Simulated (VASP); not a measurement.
Here is the system:

```yaml
crystal:
  lattice:
    - [4.35074, 2.17537, 2.17537]
    - [2.17537, 4.35074, 2.17537]
    - [2.17537, 2.17537, 4.35074]
  atoms:
    - { symbol: Co, position: [0.00000, 0.00000, 0.00000], spin: 3.0 }
    - { symbol: Co, position: [0.50000, 0.50000, 0.50000], spin: -3.0 }
    - { symbol: O, position: [0.25000, 0.25000, 0.25000] }
    - { symbol: O, position: [0.75000, 0.75000, 0.75000] }
```

Computed with PBE GGA, VASP's PBE PAW potentials (set 64) (plane waves; VASP). Numerical set-up: 400 eV cut-off, 10×10×10 Γ-centred mesh, Gaussian smearing of 0.020 eV, potentials Co O.

At this cut-off the stress carries a Pulay error, which pulls relaxed volumes low.

Task: Estimate the cell moment, energy per atom (σ→0), pressure, band gap (on the k-mesh) with the smallest direct gap where there is one.

Result: 
```yaml
band gap (on the k-mesh): none (metal, semimetal or under 0.01 eV)
cell_moment: 0.00 μB
energy per atom (σ→0): -6.574 eV/atom
pressure: -17.05 GPa
```

Task: Give the moment on each site (PAW-sphere projection).

Result: 
| site | moment (μB) |
|---|---|
| Co1 | 2.46 |
| Co2 | -2.46 |
| O3 | 0.00 |
| O4 | 0.00 |

Only differences to runs with the same potentials and settings are physical.

The structure is a typed CoO crystal. The cell was not relaxed at this level.
